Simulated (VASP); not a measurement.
Write the native input for VASP 6.6.1 that does the following.

| Quantity | Value |
| --- | --- |
| Task | single point |
| Functional | r2SCAN |
| Potentials or basis | VASP PAW PBE potentials, release 64 (Au, Si) |
| Cutoff | 520 eV |
| k mesh | 8 × 8 × 8 |
| Occupations | gaussian, width 0.0463 eV |
| Spin | no spin polarisation |
| Dipole correction | no |
| Further INCAR settings | ALGO = Normal; EDIFF = 1e-06; NBANDS = 16 |

The system is Si2Au.

```xyz
3
Lattice="0.0000 3.2496 0.0000 3.2496 0.0000 0.0000 1.6248 1.6248 -3.9914" Properties=species:S:1:pos:R:3 pbc="T T T"
Au    0.0000    0.0000    0.0000
Si    1.6248    1.6248   -1.3331
Si    3.2496    3.2496   -2.6583
```

The cell was built by a generator and needn't be a form met in nature.

The input as run:

POSCAR

```
Si2Au
1.0
    0.0000000000      3.2495680000      0.0000000000
    3.2495680000      0.0000000000      0.0000000000
    1.6247840000      1.6247840000     -3.9913840000
Au Si
1 2
Direct
    0.0000000000      0.0000000000      0.0000000000
    0.3330000000      0.3330000000      0.3340000000
    0.6670000000      0.6670000000      0.6660000000
```

INCAR.step1

```
  ALGO = Normal
  EDIFF = 1E-4
  ENCUT = 520
  GGA = PE
  ISMEAR = 0
  LASPH = T
  LCHARG = F
  LREAL = F
  LWAVE = T
  NBANDS = 16
  NELM = 60
  PREC = Accurate
  SIGMA = 0.0463
```

INCAR.step2

```
  ALGO = Normal
  EDIFF = 1E-6
  ENCUT = 520
  ISIF = 2
  ISMEAR = 0
  ISTART = 1
  LASPH = T
  LCHARG = T
  LELF = T
  LMIXTAU = T
  LREAL = F
  LVHAR = T
  LWAVE = F
  METAGGA = R2SCAN
  NBANDS = 16
  NELM = 60
  PREC = Accurate
  SIGMA = 0.0463
```

KPOINTS

```
k-points
0
Gamma
  8 8 8
```

Potentials or basis: VASP PAW PBE potentials, release 64 (Au, Si).

Launch:

```console
$ cat potpaw_PBE.64/Au/POTCAR potpaw_PBE.64/Si/POTCAR > POTCAR
$ cp INCAR.step1 INCAR
$ mpirun -np 1 vasp_std > vasp.out
$ cp INCAR.step2 INCAR
$ mpirun -np 1 vasp_std > vasp.out
```

It gave:

The pressure is 25.9 GPa. The largest force is 0.727 eV/Å and the band gap on the k mesh is none (metal or under the smearing width).

Caveat: so large a pressure means that the cell lies far from this level's equilibrium, or that cutoff or potentials fall short; the potentials were made for another functional, which shifts forces and pressure.

It took 47 s on 1 thread of Intel(R) Xeon(R) 6975P-C (Granite Rapids), on a shared host, peak memory 0.18 GiB.
